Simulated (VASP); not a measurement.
Computed with PBE GGA, VASP's PBE PAW potentials (set 64) (plane waves; VASP 6.6.1).

A VASP calculation is set up with these files.

### INCAR
```
ALGO=Normal
EDIFF=1E-6
ENCUT=520
GGA=PE
ISIF=2
ISMEAR=0
ISPIN=2
LASPH=.TRUE.
LCHARG=.FALSE.
LMAXMIX=4
LORBIT=10
LREAL=.FALSE.
LWAVE=.FALSE.
MAGMOM=3.0 -3.0 0.0 0.0
NELM=100
PREC=Accurate
SIGMA=0.05
SYSTEM=CoO
```

File POSCAR:
```
CoO
5.3217610
  0.8164966446   0.4082483223   0.4082483223
  0.4082483223   0.8164966446   0.4082483223
  0.4082483223   0.4082483223   0.8164966446
Co O
2 2
Direct
  0.0000000000   0.0000000000   0.0000000000
  0.5000000000   0.5000000000   0.5000000000
  0.2500000000   0.2500000000   0.2500000000
  0.7500000000   0.7500000000   0.7500000000
```

### KPOINTS
```
Automatic mesh
0
Gamma
3 3 3
0 0 0
```

POTCAR, in this order: Co O (PBE.64 set). Program: vasp_std.

The resulting files:

### OUTCAR
```
 ion  position               nearest neighbor table
   1  0.000  0.000  0.000-   4 2.17   4 2.17   4 2.17   3 2.17   3 2.17   3 2.17   2 3.07   2 3.07
                             2 3.07   2 3.07   2 3.07   2 3.07
   2  0.500  0.500  0.500-   3 2.17   3 2.17   3 2.17   4 2.17   4 2.17   4 2.17   1 3.07   1 3.07
                             1 3.07   1 3.07   1 3.07   1 3.07
   3  0.250  0.250  0.250-   1 2.17   1 2.17   1 2.17   2 2.17   2 2.17   2 2.17
   4  0.750  0.750  0.750-   2 2.17   2 2.17   2 2.17   1 2.17   1 2.17   1 2.17
  LATTYP: Found a trigonal (rhomboedric) cell.
 ALAT       =     5.3217614152
 COS(alpha) =     0.8333333333
 Subroutine PRICEL returns following result:
  LATTYP: Found a face centered cubic cell.
 ALAT       =     4.3452000000
 Subroutine GETGRP returns: Found 12 space group operations
The static configuration has the point symmetry D_3d.
The dynamic configuration has the point symmetry D_3d.
The overall configuration has the point symmetry D_3d.
 Subroutine INISYM returns: Found 12 space group operations
 Subroutine IBZKPT returns following result:
 Found      6 irreducible k-points:

 Following reciprocal coordinates:
            Coordinates               Weight
  0.000000  0.000000  0.000000      1.000000
  0.333333 -0.000000  0.000000      6.000000
  0.333333  0.333333  0.000000      6.000000
 -0.333333  0.333333  0.000000      6.000000
  0.333333  0.333333  0.333333      2.000000
 -0.333333  0.333333  0.333333      6.000000
   k-points           NKPTS =      6   k-points in BZ     NKDIM =      6   number of bands    NBANDS=     19
   number of dos      NEDOS =    301   number of ions     NIONS =      4
   total plane-waves  NPLWV =  64000
   dimension x,y,z NGX =    40 NGY =   40 NGZ =   40
   dimension x,y,z NGXF=    80 NGYF=   80 NGZF=   80
   ions per type =               2   2
   PREC   = accura    normal or accurate (medium, high low for compatibility)
   ISTART =      0    job   : 0-new  1-cont  2-samecut
   ICHARG =      2    charge: 1-file 2-atom 10-const
   ISPIN  =      2    spin polarized calculation?
   LNONCOLLINEAR =      F non collinear calculations
...
```

**OSZICAR**
```
       N       E                     dE             d eps       ncg     rms          rms(c)
DAV:   1     0.256083825037E+03    0.25608E+03   -0.14803E+04   456   0.194E+03
DAV:   2     0.614099036990E+01   -0.24994E+03   -0.23546E+03   471   0.395E+02
DAV:   3    -0.297297858858E+02   -0.35871E+02   -0.34058E+02   541   0.162E+02
DAV:   4    -0.314724222410E+02   -0.17426E+01   -0.16788E+01   590   0.358E+01
DAV:   5    -0.315797958165E+02   -0.10737E+00   -0.83795E-01   577   0.662E+00    0.196E+01
DAV:   6    -0.294121917961E+02    0.21676E+01   -0.65950E+01   670   0.115E+02    0.287E+01
DAV:   7    -0.260417779265E+02    0.33704E+01   -0.36064E+01   667   0.107E+02    0.974E+00
DAV:   8    -0.262669421420E+02   -0.22516E+00   -0.29879E+00   600   0.177E+01    0.589E+00
DAV:   9    -0.262877610604E+02   -0.20819E-01   -0.15068E+00   728   0.212E+01    0.362E+00
DAV:  10    -0.262667265932E+02    0.21034E-01   -0.20427E-01   612   0.775E+00    0.248E+00
DAV:  11    -0.262398589143E+02    0.26868E-01   -0.19388E-01   680   0.897E+00    0.118E+00
DAV:  12    -0.262407514330E+02   -0.89252E-03   -0.40316E-02   693   0.297E+00    0.677E-01
DAV:  13    -0.262369221769E+02    0.38293E-02   -0.85360E-03   630   0.227E+00    0.417E-01
DAV:  14    -0.262394988501E+02   -0.25767E-02   -0.56761E-03   640   0.114E+00    0.271E-01
DAV:  15    -0.262399725903E+02   -0.47374E-03   -0.24781E-03   674   0.891E-01    0.163E-01
DAV:  16    -0.262399221116E+02    0.50479E-04   -0.80685E-04   702   0.521E-01    0.554E-02
DAV:  17    -0.262399411631E+02   -0.19051E-04   -0.22547E-04   666   0.214E-01    0.214E-02
DAV:  18    -0.262399474103E+02   -0.62472E-05   -0.24914E-05   624   0.796E-02    0.827E-03
DAV:  19    -0.262399479296E+02   -0.51938E-06   -0.20259E-06   350   0.187E-02
   1 F= -.26239948E+02 E0= -.26237589E+02  d E =-.471764E-02  mag=    -0.0000
```

File OUTCAR:
```
------------------------ aborting loop because EDIFF is reached ----------------------------------------
  FORCE on cell =-STRESS in cart. coord.  units (eV):
  Direction    XX          YY          ZZ          XY          YZ          ZX
  --------------------------------------------------------------------------------------
  Total       -2.8583639     -2.8583639     -2.8583639      0.0568449      0.0568449      0.0568449
  in kB     -111.6423026   -111.6423026   -111.6423026      2.2202549      2.2202549      2.2202549
  external PRESSURE =    -111.6423026 kB  Pullay stress =       0.0000000 kB
  volume of cell :       41.02
      direct lattice vectors                 reciprocal lattice vectors
     4.345200000  2.172600000  2.172600000     0.345208506 -0.115069502 -0.115069502
     2.172600000  4.345200000  2.172600000    -0.115069502  0.345208506 -0.115069502
     2.172600000  2.172600000  4.345200000    -0.115069502 -0.115069502  0.345208506
 POSITION                                       TOTAL-FORCE (eV/Angst)
 -----------------------------------------------------------------------------------
      0.00000      0.00000      0.00000         0.000000     -0.000000     -0.000000
      4.34520      4.34520      4.34520        -0.000000      0.000000     -0.000000
      2.17260      2.17260      2.17260         0.000000     -0.000000      0.000000
      6.51780      6.51780      6.51780        -0.000000     -0.000000     -0.000000
 -----------------------------------------------------------------------------------
    total drift:                                0.000000     -0.000000     -0.000000
  FREE ENERGIE OF THE ION-ELECTRON SYSTEM (eV)
  ---------------------------------------------------
  free  energy   TOTEN  =       -26.2399479296 eV

  energy  without entropy=      -26.2352302879  energy(sigma->0) =      -26.23758911

 total charge

# of ion       s       p       d       tot
------------------------------------------
    1        0.274   0.315   7.134   7.722
    2        0.274   0.315   7.134   7.722
    3        1.559   3.385   0.000   4.944
    4        1.559   3.385   0.000   4.944
--------------------------------------------------
tot          3.665   7.399  14.268  25.333

 magnetization (x)

# of ion       s       p       d       tot
------------------------------------------
    1        0.001  -0.002   2.442   2.440
    2       -0.001   0.002  -2.442  -2.440
    3        0.000   0.000   0.000   0.000
    4        0.000   0.000   0.000   0.000
--------------------------------------------------
tot          0.000   0.000   0.000   0.000
```
(Selected blocks of OUTCAR.)

The compound is CoO in the rock salt, AFM-II order structure. The cell was not relaxed at this level. The k-mesh is coarse (spacing up to 0.80 per Å, 2π included), so the numbers may not be converged in it. The run is one of a series of settings (KPOINTS 3×3×3 Γ-centred mesh against the base run), some of them coarse on purpose.
